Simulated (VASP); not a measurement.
Here is the system:

```yaml
crystal:
  lattice:
    - [4.40594, 0.00000, 0.00000]
    - [0.00000, 4.40594, 0.00000]
    - [0.00000, 0.00000, 4.40594]
  atoms:
    - { symbol: In, position: [0.00000, 0.00000, 0.00000] }
    - { symbol: N, position: [0.50000, 0.50000, 0.50000] }
    - { symbol: Sc, position: [0.50000, 0.50000, 0.00000] }
    - { symbol: Sc, position: [0.00000, 0.50000, 0.50000] }
    - { symbol: Sc, position: [0.50000, 0.00000, 0.50000] }
```

Computed with LDA (Ceperley-Alder, Perdew-Zunger), VASP's LDA PAW potentials (set 64) (plane waves; VASP 6.6.1). Settings: 400 eV cut-off, 6×6×6 Γ-centred mesh, Fermi-Dirac smearing of 0.10 eV, potentials In_d N Sc_sv.

At this cut-off the stress carries a Pulay error, which pulls relaxed volumes low. Unless said otherwise, spin-orbit coupling is left out, though it shifts the bands of the heavy elements here.

Question: Estimate the energy per atom (σ→0), pressure, band gap (on the k-mesh) with the smallest direct gap where there is one.

Answer: 
* **band gap (on the k-mesh)**: none (metal, semimetal or under 0.01 eV)
* **energy per atom (σ→0)**: -7.786 eV/atom
* **pressure**: -3.28 GPa

The absolute energy has meaning only against runs of the same code, potentials and settings.

The structure comes from a measured Sc3InN entry of the Crystallography Open Database, whose conditions weren't checked. The cell was not relaxed at this level. The electron count is odd and the run is not spin-polarised, which forces a metal.
